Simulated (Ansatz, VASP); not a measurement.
# ZrB2: VASP beside Ansatz, part 2 of 2

Aim: how closely do two programs agree when they are given the same cell, functional and k mesh? The cell is taken from a series of runs on this material, whose earlier steps may have relaxed, scaled, displaced or heated it; both programs get it as it stands.

VASP 6.6.1 and Ansatz 0.2.0.

So far: The structure; VASP: zone-centre phonons, LDA.

## Step 3: Ansatz: zone-centre phonons, LDA

Level of this step: Ansatz beside VASP: Kohn-Sham DFT, plane waves, LDA (Ansatz).

Ansatz runs on its PAW soft_1 files.

The same cell, functional (in two slightly different forms), mesh and smearing now go to Ansatz, which takes its cutoff from its data sets.

The input, input.yaml:

```yaml
crystal:
  lattice:
    - [3.0504748038, 0.0, 0.0]
    - [-1.5252374019, 2.6417886737, 0.0]
    - [0.0, 0.0, 3.3858840123]
  atoms:
    - { symbol: B, position: [0.3333333333, 0.6666666667, 0.5] }
    - { symbol: B, position: [0.6666666667, 0.3333333333, 0.5] }
    - { symbol: Zr, position: [0.0, 0.0, 0.0] }
kpoints:
  mp_grid: { grid: [15, 15, 12] }
hamiltonian:
  xc: lda
  pseudopotentials: { kind: paw, azcp: { folder: soft_1 }, xc_functional: pbe }
scf:
  occupations: { method: methfessel_paxton, width: 0.2 }
output:
  eigenvalues: true
phonons:
  method: dfpt
```

Started as:

```bash
$ ansatz run input.yaml --threads 4 --pin off --max-ram 10240MiB --backend cpu --events-out ev --progress --plain --runs-dir out
```

Numbers of over 12 decimals in the logs are rounded to 6 here.

Output:

```text
zone centre: on kpoints.mp_grid the ground state, and the responses unless they are solved on pairs of k-points, stand on 448 of the mesh's 2700 k-points, reduced under 4 symmetry operations, with k and −k counted as one. Each operation leaves every solved displacement unchanged or reverses it
Engine: ansatz 0.2.0, aarch64-unknown-linux-gnu
Pseudopotentials: kind: paw
Pseudopotential: B, paw, valence charge 3, recommended cutoff 420 eV (normal), soft_1/B.paw.azcp
Pseudopotential: Zr, paw, valence charge 12, recommended cutoff 420 eV (normal), soft_1/Zr.paw.azcp
Functional definition: SPW92
  exchange = slater_x
  correlation = pw_c
Crystal: 3 atoms, lattice volume = 27.286 Å³
Basis set: ecut = 420 eV, 539 PW (Γ), exchange–correlation on 48×48×48 points (8 copies of the dense FFT grid, shifted against one another)
Bands: 13, of which v1, the nominal top of the filled ones, is band 9 counted from 1 (8 counted from 0)
Symmetry: 24 space group operations
k-points: 448 of 2700 (irreducible under 4 space group operations, time reversal used)
Non-local potential: B, projectors of the file, l = 0: 2, l = 1: 2, l = 2: 1
Non-local potential: Zr, projectors of the file, l = 0: 3, l = 1: 2, l = 2: 2, l = 3: 1
PAW form: soft (Blöchl's): semilocal exchange-correlation on the pseudo side does not see the compensation charge
PAW frozen core: B, regenerated for the run's functional, and the local potential with it (the file was generated under x = pbe(κ = 0.804, μ = 0.219515), c = pbe(β = 0.066725))
PAW frozen core: Zr, regenerated for the run's functional, and the local potential with it (the file was generated under x = pbe(κ = 0.804, μ = 0.219515), c = pbe(β = 0.066725))
PAW one-centre angular grid: B, 110 points (default); XC on 64 Gauss nodes
PAW one-centre angular grid: Zr, 590 points (default); XC on 64 Gauss nodes
Initial density: superposition of atomic densities (chi_scale 0.1, normalization cell, long waves kept (reshape's long-wave potential 0.00 eV rms))
Initial wavefunctions: pseudopotential atomic-orbital guess
Functional: x = slater, c = lda
SCF iter   1: F=—  HF=-4380.806931 eV  |F-HF|=—  |Δ(HF+E_count)|=         —  Δρ=6.84e-2  dr2=2.23e0  ethr=3.10e-3  ⟨swp⟩=5.0  Hψ=28472  notcnv=0
preconditioner: auto → none  [metal: Δε(μ)=0.014 eV  Ē_g=17.562 eV  σ=0.200 eV  W_gap=0.06  n_scr=8 (ndim 8)  ℏωp=28.4 eV  f_vac=0.000  D(μ)=0.23/eV (n_scr^D=0)  sad-step TF]
SCF iter   2: F=—  HF=-4380.277166 eV  |F-HF|=—  |Δ(HF+E_count)|=   5.30e-1  S|Δr|=    0.00e0  Δρ=3.39e-2  dr2=5.14e-1  ethr=3.10e-3  ⟨swp⟩=2.5  Hψ=12570  notcnv=0
SCF iter   3: F=—  HF=-4380.117070 eV  |F-HF|=—  |Δ(HF+E_count)|=   1.60e-1  S|Δr|=    0.00e0  Δρ=2.13e-3  dr2=6.11e-4  ethr=2.86e-3  ⟨swp⟩=2.0  Hψ=9882  notcnv=0
SCF iter   4: F=—  HF=-4380.117528 eV  |F-HF|=—  |Δ(HF+E_count)|=   4.58e-4  S|Δr|=    0.00e0  Δρ=3.82e-4  dr2=2.18e-5  ethr=3.39e-6  ⟨swp⟩=2.0  Hψ=13374  notcnv=0
SCF iter   5: F=—  HF=-4380.117541 eV  |F-HF|=—  |Δ(HF+E_count)|=   1.27e-5  S|Δr|=    0.00e0  Δρ=4.31e-5  dr2=6.00e-7  ethr=1.21e-7  ⟨swp⟩=2.0  Hψ=9846  notcnv=0
SCF iter   6: F=—  HF=-4380.117541 eV  |F-HF|=—  |Δ(HF+E_count)|=   4.92e-8  S|Δr|=    0.00e0  Δρ=6.53e-6  dr2=6.57e-9  ethr=3.33e-9  ⟨swp⟩=2.0  Hψ=9740  notcnv=0
SCF iter   7: F=—  HF=-4380.117541 eV  |F-HF|=—  |Δ(HF+E_count)|=   3.00e-9  S|Δr|=    0.00e0  Δρ=1.00e-6  dr2=4.27e-10  ethr=3.65e-11  ⟨swp⟩=2.0  Hψ=9633  notcnv=0
SCF iter   8: F=-4380.117541 eV  HF=-4380.117541 eV  |F-HF|=2.73e-12  |Δ(HF+E_count)|=  1.18e-10  S|Δr|=    0.00e0  Δρ=8.12e-8  dr2=1.56e-12  ethr=1.00e-12  ⟨swp⟩=4.1  Hψ=27776  notcnv=0
SCF 1 converged in 8 iterations: F = -4380.117541 eV  dr2 = 1.56e-12
  greatest PAW one-centre occupation: 0.994 electrons in one spin orbital (limit 2), on the Zr atom at site 2 (counted from 0), in its partial waves of l = 0
DFPT response loops at Γ: preconditioner auto → Kerker (q_TF=auto, 2.546 Å⁻¹) (partly filled bands, converged f_vac=0.000); β = 1.00, the filter's whole step (`scf.mixing.beta` (0.50) is not read by the response loops under this deck's `scf.mixing.preconditioner`; to damp them name `kerker` or `kerker_dos`, under which they read `scf.mixing.beta`, and type it under 1.00, their step now; both keys bind the ground state too); Broyden in place of MSR1
SCF converged after 8 iterations
Stability not checked: this state was not tested for a lower state beside it, because cold or Methfessel-Paxton smearing, or corrected tetrahedra, fill the levels in a way that the test cannot read (fill_not_monotonic; see scf.lower_state_search)
Free energy (F): -4380.117541 eV
Harris-Foulkes:  -4380.117541 eV  (|F-HF|=2.73e-12)
Internal energy: -4380.117984 eV  (E = F + TS)
E sigma→0 (E₀):  -4380.117651 eV
Entropy (-TS):   0.000443 eV (0.148 meV/atom)
Fermi energy:    17.504930 eV
--- Per-component energies (eV) ---
  E_band       = 7.746262
  E_kinetic    = 430.580015
  E_local      = -473.408859  (includes V_loc(G=0)·N_el)
  E_nonlocal   = 95.466755
  E_hartree    = 163.761690
  E_xc         = -225.383568
  E_vxc        = -268.022277  (∫ρ·V_xc dr)
  E_paw        = -3004.012031  (= ΣΔE_a)
  E_vpaw       = -104.392753  (= ΣTr[D̂ρ^β])
  E_aug_tail   = -0.000005  (compensation charges beyond the density's cutoff)
  E_ewald      = -1367.584049
  E_core_change = 0.462069  (= ΣΔE_core)
  E_smearing   = 0.000443  (= −TS)
  E_closure    = 0.000000  (closes the sum)
  Σ components = -4380.117541   (vs F -4380.117541, Δ=0.00e0)
--- Band table (eV; the first three rows and the last of 448) ---
  k-point 0: bands = [... 5 lower, 14.6246, 14.6246, 14.6660, 15.3599, 21.4716, 21.4716, 22.3347, 22.3347]
  k-point 1: bands = [... 5 lower, 14.0720, 14.6975, 14.6975, 15.9302, 20.7827, 20.7827, 22.0776, 22.0776]
  k-point 2: bands = [... 5 lower, 13.1895, 14.9137, 14.9137, 16.7648, 19.7990, 19.7990, 21.4055, 21.4055]
  k-point 447: bands = [... 5 lower, 10.2607, 12.7509, 13.9642, 14.8575, 21.5333, 23.1015, 23.2617, 24.3855]
--- Phonons (Γ-DFPT): 4 representative perturbations + reference, on 448 of 2700 k-points (Σ response iterations 12) ---
  k mesh reduced under 4 symmetry operations, with k and −k counted as one. Each operation leaves every solved displacement unchanged or reverses it
  ASR residual: 3.695e-5 → 0.000e0 eV/Å²; symmetrization residual: 2.660e-7 eV/Å²
  ASR residual per site (eV/Å²): 1.43e-5 1.43e-5 3.70e-5
  Γ frequencies (cm⁻¹): 0.00 0.00 0.00 521.30 521.30 565.09 640.25 894.25 894.25
  non-analytic LO–TO correction: not included (Born effective charges unavailable; polar crystals: no LO–TO splitting at Γ)
```

In the SCF lines HF is the Harris–Foulkes energy and dr2 the Hartree energy of the density residual, in eV; the loop may stop once dr2 is under the threshold and the program's other checks hold. Hψ counts applications of the Hamiltonian.

## Step 4: Differences

Known differences besides the potentials themselves: the two LDA forms differ slightly; the cutoff is 420 eV in Ansatz and 500 eV in VASP; VASP's log shows a relativistic correction to its local exchange, Ansatz's none. Total energies have different zeros and are not compared.

Both answers:

| quantity | Ansatz | VASP | difference |
| --- | --- | --- | --- |
| optical mode 1 to 2 (cm⁻¹) | 521.3 | 521.9 | -0.12 % |
| optical mode 3 (cm⁻¹) | 565.1 | 566.8 | -0.30 % |
| optical mode 4 (cm⁻¹) | 640.2 | 641.1 | -0.14 % |
| optical mode 5 to 6 (cm⁻¹) | 894.2 | 895.6 | -0.15 % |

Modes are paired by rising frequency, not by their patterns, so a pair may set unlike modes beside each other; they are those without the splitting of longitudinal modes.

## Step 5: Outcome

| Item | Value |
| --- | --- |
| r.m.s. difference of the optical zone-centre modes, each program's sorted by frequency (zone-centre phonons, LDA) | 1.2 cm⁻¹ |

The r.m.s. difference of the optical zone-centre modes, each program's sorted by frequency is 1.2 cm⁻¹ (zone-centre phonons, LDA). Such differences can come from data sets, numerical settings and the points named under the comparisons, not from the functional's error against experiment.

[Lines on the potential files, build, host, timing and source positions are cut from VASP's logs without a mark.]

[Logs are printed without paths, hosts, clocks, repeated set-up lines and the standing remarks that a program may print on its own settings, such as how far it seeks lower states.]

[Hosts, paths, dates, database ids (printed as entryN), source tags and the programs' standing remarks are cut or masked in the printed files.]
